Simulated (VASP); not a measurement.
The input files of a VASP run:

KPOINTS:
```
K-points
0
gamma
9 9 2
```

File POSCAR:
```
MoSe2
1
    3.2755407287     0.0000000000    -0.0000000000
   -1.6377703643     2.8367019487    -0.0000000000
   -0.0000000000    -0.0000000000    12.7051636465
Se Mo
4 2
Direct
  0.3333330000   0.6666670000   0.6180638594
  0.6666670000   0.3333330000   0.1180638594
  0.3333330000   0.6666670000   0.8819361406
  0.6666670000   0.3333330000   0.3819361406
  0.3333330000   0.6666670000   0.2500000000
  0.6666670000   0.3333330000   0.7500000000
```

### INCAR
```
ALGO = Normal
EDIFF = 1E-7
ENCUT = 400
GGA = PE
ISIF = 2
ISMEAR = -5
IVDW = 12
LASPH = T
LCHARG = T
LMAXMIX = 4
LORBIT = 11
LREAL = F
LWAVE = F
NEDOS = 601
NELM = 100
PREC = Accurate
SYSTEM = MoSe2
```

POTCAR, in this order: Se Mo_sv (PBE.64 set). Program: vasp_std.

**Question.** Write an equivalent input for Ansatz.

**Answer.** One equivalent input (not run):
Ansatz 0.2 input:
```yaml
crystal:
  lattice:
    - [3.2755407, 0.0000000, 0.0000000]
    - [-1.6377704, 2.8367019, 0.0000000]
    - [0.0000000, 0.0000000, 12.7051636]
  atoms:
    - { symbol: Se, position: [0.3333330, 0.6666670, 0.6180639] }
    - { symbol: Se, position: [0.6666670, 0.3333330, 0.1180639] }
    - { symbol: Se, position: [0.3333330, 0.6666670, 0.8819361] }
    - { symbol: Se, position: [0.6666670, 0.3333330, 0.3819361] }
    - { symbol: Mo, position: [0.3333330, 0.6666670, 0.2500000] }
    - { symbol: Mo, position: [0.6666670, 0.3333330, 0.7500000] }
kpoints:
  mp_grid: { grid: [9, 9, 2] }
hamiltonian:
  xc: pbe
  dispersion: d3bj
  pseudopotentials: { kind: paw }
scf:
  occupations: { method: tetrahedron }
  max_iter: 100
output: { forces: true, stress: true, eigenvalues: true }
```
What does not carry over: each code has its own PAW files, so the cut-off isn't converted (ENCUT is set for VASP's; basis.ecutwfc is left out, and Ansatz then takes the one that its files recommend); Ansatz stops its SCF on the density residual and VASP on the energy change (EDIFF).

The structure comes from a measured MoSe2 entry (P6_3/mmc) of the Crystallography Open Database, whose conditions weren't checked. It was relaxed first.
